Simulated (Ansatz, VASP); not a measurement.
**Cross-check of K2BrF between VASP and Ansatz**

One calculation is typed for both programs; each brings its own data sets and cutoff. How far apart do they land? The cell is invented: As first built, before any earlier steps moved the atoms (in the runner's words): it takes the KCl structure with some of its atoms replaced by other elements, volume scaled by an estimate. It may not be a known or stable phase. The cell is taken from a series of VASP runs on this material, whose earlier steps may have relaxed, scaled or displaced it; both programs get it as it stands.

Program: Ansatz 0.2.0. Level of theory: plane waves, with VASP 6.6.1 beside it; single point at PBE and band structure at PBE. Results are calculated unless marked as measured.

## 1. Starting point

Symmetry: R-3m, No. 166, trigonal system. Conventional cell: a = 4.244 Å, b = 4.244 Å, c = 21.422 Å, α = 90.00°, β = 90.00°, γ = 120.00°. Nearest to Br lie 6 K at 3.24 Å. K has 3 F at 2.85 Å and 3 Br at 3.24 Å nearest. Nearest to F lie 6 K at 2.85 Å. As first built, before any earlier steps moved the atoms (in the runner's words): sites of the KCl structure (space group 225) filled with other elements, volume scaled by an estimate. Farther neighbours and most contacts between anions are not listed.

Structure file:

```cif
data_structure
_symmetry_space_group_name_H-M 'R-3m:H'
_symmetry_Int_Tables_number 166
_cell_length_a 4.2443
_cell_length_b 4.2443
_cell_length_c 21.4222
_cell_angle_alpha 90.000
_cell_angle_beta 90.000
_cell_angle_gamma 120.000
_cell_volume 334.19
loop_
_atom_site_label
_atom_site_type_symbol
_atom_site_symmetry_multiplicity
_atom_site_Wyckoff_symbol
_atom_site_fract_x
_atom_site_fract_y
_atom_site_fract_z
_atom_site_occupancy
Br1 Br 3 b 0.33333 0.66667 0.16667 1
K1 K 6 c 0.66667 0.33333 0.06782 1
F1 F 3 a 0.00000 0.00000 0.00000 1
```

## 2. Ansatz: single point, PBE

Ansatz runs on its default PAW (the set named soft_2) files.

A single point gives forces, pressure and levels at one fixed geometry, so differences don't come from the geometry; what else differs is listed under the comparison.

Contents of input.yaml:

```yaml
crystal:
  lattice:
    - [2.1221312016, 1.2252133082, 7.1407382057]
    - [-2.1221312016, 1.2252133082, 7.1407382057]
    - [0.0, -2.4504256162, 7.1407382035]
  atoms:
    - { symbol: Br, position: [0.5, 0.5, 0.5] }
    - { symbol: K, position: [0.7344822843, 0.7344822843, 0.7344822842] }
    - { symbol: K, position: [0.2655177157, 0.2655177157, 0.2655177158] }
    - { symbol: F, position: [0.0, 0.0, 0.0] }
hamiltonian:
  xc: pbe
  pseudopotentials: { kind: paw }
kpoints:
  mp_grid: { grid: [7, 7, 7] }
scf:
  occupations: { method: gaussian, width: 0.05 }
  n_extra_bands: 5
output:
  forces: true
  stress: true
  eigenvalues: true
```

Run with:

```bash
$ ansatz run input.yaml --threads 2 --pin off --max-ram 4608MiB --backend cpu --events-out ev --progress --plain --runs-dir out
```

Numbers of over 12 decimals in the logs are rounded to 6 here.

Log:

```text
basis.fft_grid_basis auto: the FFT boxes are laid along the combinations [[1, 0, -1], [0, 1, -1], [0, 0, 1]] of the cell's own vectors, 4.244, 4.244 and 7.549 Å long. The dense box has 30×30×54 points. Along the cell's own vectors, as sized, it would have 54×54×54, 3.24 times as many. Of the 12 symmetry operations that the crystal satisfies within crystal.symmetry.tolerance (time reversal apart; of a slab, those that [...]
scf.n_extra_bands = 5 over 16 filled bands (N_el = 32.0): the run solves 21 bands
Engine: ansatz 0.2.0, x86_64-unknown-linux-gnu
Pseudopotentials: kind: paw
Pseudopotential: Br, paw, valence charge 7, recommended cutoff 420 eV (normal), Br.paw.azcp
Pseudopotential: K, paw, valence charge 9, recommended cutoff 420 eV (normal), K.paw.azcp
Pseudopotential: F, paw, valence charge 7, recommended cutoff 420 eV (normal), F.paw.azcp
Functional definition: PBE
  parameter kappa = 0.804
  parameter beta = 0.066725
  exchange = pbe_x(kappa = kappa, mu = beta*pi^2/3)
  correlation = pbe_c(beta = beta)
Crystal: 4 atoms, lattice volume = 111.398 Å³
Basis set: ecut = 420 eV, 2153 PW (Γ), FFT grids on a1−a3, a2−a3, a3, exchange–correlation on 60×60×108 points (8 copies of the dense FFT grid, shifted against one another)
Bands: 21, of which v1, the nominal top of the filled ones, is band 16 counted from 1 (15 counted from 0)
Symmetry: 12 space group operations
Space group: R-3m (ITA 166), of the structure as read, at distance tolerance 4.8e-5 Å
k-points: 44 of 343
Non-local potential: Br, projectors of the file, l = 0: 2, l = 1: 2, l = 2: 2
Non-local potential: K, projectors of the file, l = 0: 3, l = 1: 2, l = 2: 2
Non-local potential: F, projectors of the file, l = 0: 2, l = 1: 2, l = 2: 1
PAW form: soft (Blöchl's): semilocal exchange-correlation on the pseudo side does not see the compensation charge
PAW one-centre angular grid: Br, 110 points (default); XC on 64 Gauss nodes
PAW one-centre angular grid: K, 110 points (default); XC on 64 Gauss nodes
PAW one-centre angular grid: F, 110 points (default); XC on 64 Gauss nodes
Initial density: superposition of atomic densities (neutral atoms: chi_scale 0, normalization atom), corrected by the library's trained network
Initial wavefunctions: pseudopotential atomic-orbital guess
Functional: x = pbe(κ = 0.804, μ = 0.219515), c = pbe(β = 0.066725)
SCF iter   1: F=—  HF=-6673.040114 eV  |F-HF|=—  |Δ(HF+E_count)|=         —  Δρ=7.93e-4  dr2=2.12e-3  ethr=1.77e-3  ⟨swp⟩=7.8  Hψ=5294  notcnv=0
preconditioner: auto → Resta (q_TF=auto, 2.216 Å⁻¹)  ε∞=2.6  [insulator: Δε(μ)=4.083 eV  Ē_g=14.132 eV  σ=0.050 eV  W_gap=1.00  n_scr=22 (ndim 8)  ℏωp=17.9 eV  f_vac=0.094  D(μ)=0.00/eV (n_scr^D=0)  ε∞_Penn≈2.6]
SCF iter   2: F=—  HF=-6673.039080 eV  |F-HF|=—  |Δ(HF+E_count)|=   1.03e-3  Δρ=4.12e-4  dr2=3.91e-4  ethr=6.62e-6  ⟨swp⟩=2.1  Hψ=1884  notcnv=0  defer=4
SCF iter   3: F=—  HF=-6673.039146 eV  |F-HF|=—  |Δ(HF+E_count)|=   6.63e-5  Δρ=2.04e-4  dr2=1.45e-4  ethr=1.22e-6  ⟨swp⟩=2.6  Hψ=1444  notcnv=0  defer=4
SCF iter   4: F=—  HF=-6673.039184 eV  |F-HF|=—  |Δ(HF+E_count)|=   3.76e-5  Δρ=1.91e-4  dr2=3.33e-5  ethr=4.55e-7  ⟨swp⟩=2.1  Hψ=1428  notcnv=0  defer=4
SCF iter   5: F=—  HF=-6673.039174 eV  |F-HF|=—  |Δ(HF+E_count)|=   1.04e-5  Δρ=3.83e-5  dr2=1.06e-6  ethr=1.04e-7  ⟨swp⟩=2.0  Hψ=1437  notcnv=0  defer=4
SCF iter   6: F=-6673.039176 eV  HF=-6673.039176 eV  |F-HF|=1.98e-9  |Δ(HF+E_count)|=   2.16e-6  Δρ=6.15e-6  dr2=7.15e-8  ethr=3.13e-10  ⟨swp⟩=9.6  Hψ=5511  notcnv=0
SCF 1 converged in 6 iterations: F = -6673.039176 eV  dr2 = 7.15e-8
  greatest PAW one-centre occupation: 0.987 electrons in one spin orbital (limit 2), on the K atom at site 2 (counted from 0), in its partial waves of l = 0
SCF converged after 6 iterations
Free energy (F): -6673.039176 eV
Harris-Foulkes:  -6673.039176 eV  (|F-HF|=1.98e-9)
Internal energy: -6673.039176 eV  (E = F + TS)
E sigma→0 (E₀):  -6673.039176 eV
Fermi energy:    3.939938 eV
--- Per-component energies (eV) ---
  E_band       = -269.711116
  E_kinetic    = 849.411227
  E_local      = -2098.318588  (includes V_loc(G=0)·N_el)
  E_nonlocal   = 168.732278
  E_hartree    = 741.740585
  E_xc         = -616.772790
  E_vxc        = -538.275329  (∫ρ·V_xc dr)
  E_paw        = -4010.313155  (= ΣΔE_a)
  E_vpaw       = -134.745959  (= ΣTr[D̂ρ^β])
  E_aug_tail   = 0.002039  (compensation charges beyond the density's cutoff)
  E_ewald      = -1707.520773
  E_smearing   = -0.000000  (= −TS)
  E_closure    = 0.000000  (closes the sum)
  Σ components = -6673.039176   (vs F -6673.039176, Δ=0.00e0)
--- Forces (eV/Å), atoms counted from 1 ---
  atom   1  Br    -0.00000000     0.00000000     0.00000000
  atom   2  K     -0.00000000     0.00000000     0.00355039
  atom   3  K      0.00000000    -0.00000000    -0.00355039
  atom   4  F      0.00000000     0.00000000     0.00000000
  max |Σ_I F_I| component: 5.78e-19 eV/Å
--- Stress (GPa, compression-positive) ---
       -0.013880       0.000000      -0.000000
        0.000000      -0.013880      -0.000000
       -0.000000      -0.000000      -0.017953
  P = ⅓ Tr σ = -0.0152 GPa (-0.152 kbar)
--- Band table (eV; the first three rows and the last of 44) ---
  k-point 0: bands = [... 12 lower, 0.2320, 1.0946, 1.9246, 1.9246, 5.9549, 8.7450, 9.1807, 9.9383, ... 1 higher]
  k-point 1: bands = [... 12 lower, 0.2348, 1.0792, 1.6118, 1.8651, 6.3855, 9.0373, 9.2078, 9.6763, ... 1 higher]
  k-point 2: bands = [... 12 lower, 0.2420, 1.0513, 1.1016, 1.7393, 7.3001, 8.7828, 9.1501, 10.0619, ... 1 higher]
  k-point 43: bands = [... 12 lower, 0.2398, 0.9070, 1.6350, 1.8567, 7.3762, 7.8713, 8.6676, 9.7389, ... 1 higher]
```

Run time: 2.1 s. Hardware: 2 threads of Intel Xeon Platinum 8488C (Sapphire Rapids), shared host; peak memory 0.46 GiB.

The column dr2 measures how far the density is from self-consistency, as an energy; F and HF (Harris–Foulkes) agree once it is small.

The run ends at a pressure of -0.02 GPa, with forces up to 0.0036 eV/Å.

## 3. VASP: single point, PBE

The same cell, functional, mesh and smearing now go to VASP, with its own data sets and cutoff.

Lines of VASP's logs that name or quote its potential files are left out, and so is its time.

Contents of INCAR:

```
SYSTEM = K2BrF
PREC = Accurate
ENCUT = 520
EDIFF = 1E-06
NELM = 100
ISMEAR = 0
SIGMA = 0.05
LREAL = .FALSE.
ALGO = Normal
GGA = PE
NBANDS = 22
LORBIT = 11
LWAVE = .FALSE.
LCHARG = .TRUE.
ISIF = 2
LELF = .TRUE.
LVHAR = .TRUE.
```

Contents of POSCAR:

```
K2BrF
1.0
    2.1221312016      1.2252133082      7.1407382057
   -2.1221312016      1.2252133082      7.1407382057
    0.0000000000     -2.4504256162      7.1407382035
Br K F
1 2 1
Direct
    0.5000000000      0.5000000000      0.5000000000
    0.7344822843      0.7344822843      0.7344822842
    0.2655177157      0.2655177157      0.2655177158
    0.0000000000      0.0000000000      0.0000000000
```

Contents of KPOINTS:

```
Automatic mesh
0
Gamma
7 7 7
0 0 0
```

Potentials, in the order of the species: Br, K_sv and F (PBE family, release 64).

Run with:

```bash
$ mpirun -np 2 vasp_std
```

Log:

```text
[banner, memory and clock lines left out]
running    2 mpi-ranks, on    1 nodes
 distrk:  each k-point on    2 cores,    1 groups
 distr:  one band on    1 cores,    2 groups

 POSCAR found type information on POSCAR BrK F
 POSCAR found :  3 types and       4 ions
 LDA part: xc-table for (Slater+PW92), standard interpolation
 POSCAR, INCAR and KPOINTS ok, starting setup
 FFT: planning ... GRIDC
 FFT: planning ... GRID_SOFT
 FFT: planning ... GRID
 WAVECAR not read
 entering main loop
       N       E                     dE             d eps       ncg     rms          rms(c)
DAV:   1     0.236018030333E+03    0.23602E+03   -0.14518E+04  1936   0.129E+03
DAV:   2     0.117064700186E+01   -0.23485E+03   -0.22374E+03  2442   0.347E+02
DAV:   3    -0.154845906469E+02   -0.16655E+02   -0.16583E+02  3158   0.788E+01
DAV:   4    -0.158332928984E+02   -0.34870E+00   -0.34792E+00  2716   0.112E+01
DAV:   5    -0.158436227913E+02   -0.10330E-01   -0.10329E-01  2792   0.144E+00    0.701E+00
DAV:   6    -0.143143628564E+02    0.15293E+01   -0.58207E+00  2290   0.113E+01    0.394E+00
DAV:   7    -0.142630798707E+02    0.51283E-01   -0.29864E-01  2760   0.286E+00    0.267E+00
DAV:   8    -0.142528917371E+02    0.10188E-01   -0.11366E-01  2302   0.247E+00    0.306E-01
DAV:   9    -0.142564646142E+02   -0.35729E-02   -0.16163E-02  2770   0.694E-01    0.165E-01
DAV:  10    -0.142577394435E+02   -0.12748E-02   -0.19705E-03  2332   0.302E-01    0.839E-02
DAV:  11    -0.142584701483E+02   -0.73070E-03   -0.10720E-03  2236   0.197E-01    0.223E-02
DAV:  12    -0.142584688215E+02    0.13268E-05   -0.55274E-05  2456   0.433E-02    0.110E-02
DAV:  13    -0.142584735054E+02   -0.46839E-05   -0.74907E-06  2352   0.194E-02    0.471E-03
DAV:  14    -0.142584737874E+02   -0.28198E-06   -0.35133E-06  2040   0.119E-02
   1 F= -.14258474E+02 E0= -.14258474E+02  d E =-.193095E-11
```

OUTCAR, selected parts (step 3):

```text
ion  position               nearest neighbor table
   1  0.500  0.500  0.500-   3 3.24   2 3.24   3 3.24   3 3.24   2 3.24   2 3.24
   2  0.734  0.734  0.734-   4 2.85   4 2.85   4 2.85   1 3.24   1 3.24   1 3.24   3 3.80   3 3.80
                             3 3.80
   3  0.266  0.266  0.266-   4 2.85   4 2.85   4 2.85   1 3.24   1 3.24   1 3.24   2 3.80   2 3.80
                             2 3.80
   4  0.000  0.000  0.000-   2 2.85   3 2.85   2 2.85   2 2.85   3 2.85   3 2.85

  LATTYP: Found a trigonal (rhomboedric) cell.
 ALAT       =     7.5494854533
 COS(alpha) =     0.8419699229

 Subroutine GETGRP returns: Found 12 space group operations
 (whereof 12 operations were pure point group operations)

The static configuration has the point symmetry D_3d.

 Found     44 irreducible k-points:

   k-points           NKPTS =     44   k-points in BZ     NKDIM =     44   number of bands    NBANDS=     22

   dimension x,y,z NGX =    56 NGY =   56 NGZ =   56
   dimension x,y,z NGXF=   112 NGYF=  112 NGZF=  112

   ENCUT  =  520.0 eV  38.22 Ry    6.18 a.u.  14.04 14.04 14.04*2*pi/ulx,y,z

   NELECT =      32.0000    total number of electrons

 k-points in reciprocal lattice and weights: Automatic mesh
   0.00000000  0.00000000  0.00000000       0.003
   0.14285714  0.00000000  0.00000000       0.017
   0.28571429 -0.00000000 -0.00000000       0.017
   0.42857143 -0.00000000  0.00000000       0.017
   0.14285714  0.14285714  0.00000000       0.017
   0.28571429  0.14285714  0.00000000       0.035
   0.42857143  0.14285714  0.00000000       0.035
  -0.42857143  0.14285714  0.00000000       0.035
  -0.28571429  0.14285714  0.00000000       0.035
[...]
0.42857143  0.42857143  0.42857143       0.006
  -0.42857143  0.42857143  0.42857143       0.017

 average (electrostatic) potential at core
       1 -64.5513       2 -36.7472       3 -36.7472       4 -77.9548

 E-fermi :  -1.1325

 k-point     1 :       0.0000    0.0000    0.0000
  band No.  band energies     occupation
    ...
     12      -3.0373      2.00000
     13      -3.0373      2.00000
     14      -2.1813      2.00000
     15      -1.3524      2.00000
     16      -1.3524      2.00000
     17       2.6747      0.00000
     18       5.4685      0.00000
     19       5.9044      0.00000
     20       6.6662      0.00000
     21       6.6662      0.00000
    ...

 k-point     2 :       0.1429    0.0000    0.0000
  band No.  band energies     occupation
    ...
     12      -3.0624      2.00000
     13      -3.0346      2.00000
     14      -2.1969      2.00000
     15      -1.6654      2.00000
     16      -1.4118      2.00000
     17       3.1058      0.00000
     18       5.7608      0.00000
     19       5.9321      0.00000
     20       6.4026      0.00000
     21       6.9737      0.00000
    ...

 k-point     3 :       0.2857   -0.0000   -0.0000
  band No.  band energies     occupation
    ...
     12      -3.0293      2.00000
     13      -3.0276      2.00000
     14      -2.2260      2.00000
     15      -2.1756      2.00000
     16      -1.5377      2.00000
     17       4.0216      0.00000
     18       5.5057      0.00000
     19       5.8746      0.00000
     20       6.7898      0.00000
     21       7.2547      0.00000
    ...

  Total       -0.0048734     -0.0048734     -0.0053121      0.0000000     -0.0000000      0.0000000
  in kB       -0.0700918     -0.0700918     -0.0764005      0.0000000     -0.0000000      0.0000000
  external PRESSURE =      -0.0721947 kB  Pullay stress =       0.0000000 kB

  energy-cutoff  :      520.00
  volume of cell :      111.40
      direct lattice vectors                 reciprocal lattice vectors
     2.122131202  1.225213308  7.140738206     0.235612199  0.136030772  0.046680508
    -2.122131202  1.225213308  7.140738206    -0.235612199  0.136030772  0.046680508
     0.000000000 -2.450425616  7.140738203     0.000000000 -0.272061544  0.046680527

 POSITION                                       TOTAL-FORCE (eV/Angst)
 -----------------------------------------------------------------------------------
      0.00000      0.00000     10.71111        -0.000000     -0.000000      0.000000
      0.00000      0.00000     15.73424         0.000000      0.000000      0.004134
      0.00000      0.00000      5.68798         0.000000     -0.000000     -0.004134
      0.00000      0.00000      0.00000         0.000000     -0.000000      0.000000
 -----------------------------------------------------------------------------------
    total drift:                                0.000000      0.000000     -0.000000

  FREE ENERGIE OF THE ION-ELECTRON SYSTEM (eV)
  ---------------------------------------------------
  free  energy   TOTEN  =       -14.2584737874 eV

  energy  without entropy=      -14.2584737874  energy(sigma->0) =      -14.25847379

 total charge
# of ion       s       p       d       tot
------------------------------------------
    1        1.600   3.314   0.001   4.915
    2        1.957   5.581   0.025   7.564
    3        1.957   5.581   0.025   7.564
    4        1.729   4.327   0.000   6.057
--------------------------------------------------
tot          7.243  18.804   0.052  26.099

[... 3 further parts left out ...]
```

The run ends at a pressure of -0.01 GPa, with forces up to 0.0041 eV/Å.

## 4. Comparison

Known differences besides the potentials themselves: the cutoff is 420 eV in Ansatz and 520 eV in VASP; VASP leaves aspherical gradient terms in its spheres out (LASPH is not set), Ansatz keeps them. Total energies have different zeros and are not compared.

The two programs side by side:

| quantity | Ansatz | VASP | difference |
| --- | --- | --- | --- |
| pressure (GPa) | -0.02 | -0.01 | -0.01 |
| pressure without Ansatz's Pulay correction (GPa) | -0.13 | -0.01 | -0.12 |
| gap on the k mesh (eV) | 4.030 | 4.027 | +0.003 |

A gap on the mesh is an upper bound, since the band edges may lie between its points. Ansatz's pressure holds a Pulay correction of 0.11 GPa; VASP's holds none.

## 5. Ansatz: band structure, PBE

The same path points are solved in both programs, so levels can be compared one by one.

The cell is taken from a series of VASP runs on this material, whose earlier steps may have relaxed, scaled or displaced it; both programs get it as it stands.

input.yaml, the sections that differ from step 2:

```yaml
kpoints:
  mp_grid: { grid: [7, 7, 7] }
  band_path:
    path:
      - [0.0, 0.0, 0.0]
      - [0.13333, 0.0, 0.0]
      - [0.3, 0.0, 0.0]
      - [0.46667, 0.0, 0.0]
      - [0.5, 0.03726, -0.03726]
      - [0.5, 0.09936, -0.09936]
      - [0.5, 0.16145, -0.16145]
      - [0.77188, 0.5, 0.22812]
      - [0.66731, 0.5, 0.33269]
      - [0.56274, 0.5, 0.43726]
      - [0.46667, 0.46667, 0.46667]
      - [0.3, 0.3, 0.3]
      - [0.13333, 0.13333, 0.13333]
      - [0.0, 0.0, 0.0]
      - [0.11438, 0.0, -0.11438]
      - [0.20589, 0.0, -0.20589]
      - [0.32027, 0.0, -0.32027]
      - [0.62548, 0.37452, 0.0]
      - [0.5732, 0.4268, 0.0]
      - [0.52091, 0.47909, 0.0]
      - [0.52091, 0.52091, 0.02484]
      - [0.5732, 0.5732, 0.08694]
      - [0.62548, 0.62548, 0.14903]
      - [0.6464, 0.6464, 0.20721]
      - [0.59411, 0.59411, 0.31178]
      - [0.54183, 0.54183, 0.41634]
      - [0.5, 0.0, 0.0]
      - [0.60457, 0.11438, 0.11438]
      - [0.70914, 0.22876, 0.22876]
      - [0.81371, 0.34315, 0.34315]
    npoints: 1
scf:
  occupations: { method: gaussian, width: 0.05 }
  n_extra_bands: 8
# crystal, hamiltonian, output: as in step 2
```

Run with:

```bash
$ ansatz run input.yaml --threads 2 --pin off --max-ram 4608MiB --backend cpu --events-out ev --progress --plain --runs-dir out
```

Log:

```text
[...]
Crystal: 4 atoms, lattice volume = 111.398 Å³
Basis set: ecut = 420 eV, 2153 PW (Γ), FFT grids on a1−a3, a2−a3, a3, exchange–correlation on 60×60×108 points (8 copies of the dense FFT grid, shifted against one another)
Bands: 24, of which v1, the nominal top of the filled ones, is band 16 counted from 1 (15 counted from 0)
Symmetry: 12 space group operations
[...]
k-point 0: bands = [... 12 lower, 0.2321, 1.0944, 1.9243, 1.9243, 5.9549, 8.7448, 9.1807, 9.9383, ... 4 higher]
  k-point 1: bands = [... 12 lower, 0.2349, 1.0791, 1.6115, 1.8649, 6.3855, 9.0371, 9.2079, 9.6763, ... 4 higher]
  k-point 2: bands = [... 12 lower, 0.2421, 1.0511, 1.1014, 1.7390, 7.3002, 8.7827, 9.1502, 10.0617, ... 4 higher]
  k-point 43: bands = [... 12 lower, 0.2399, 0.9068, 1.6347, 1.8564, 7.3763, 7.8712, 8.6674, 9.7388, ... 4 higher]
[key lines of the parts left out:]
SCF converged after 7 iterations
Free energy (F): -6673.039176 eV
Fermi energy:    3.939814 eV
P = ⅓ Tr σ = -0.0152 GPa (-0.152 kbar)
```

The job ended after 2.6 s (2 threads; peak memory 0.44 GiB; 5.1 s of CPU time).

[end of part 1 of 2]

[Lines on the potential files, build, host, timing and source positions are cut from VASP's logs without a mark.]

[Logs are printed without paths, hosts, clocks, repeated set-up lines and the standing remarks that a program may print on its own settings, such as how far it seeks lower states.]

[Hosts, paths, dates, database ids (printed as entryN), source tags and the programs' standing remarks are cut or masked in the printed files.]
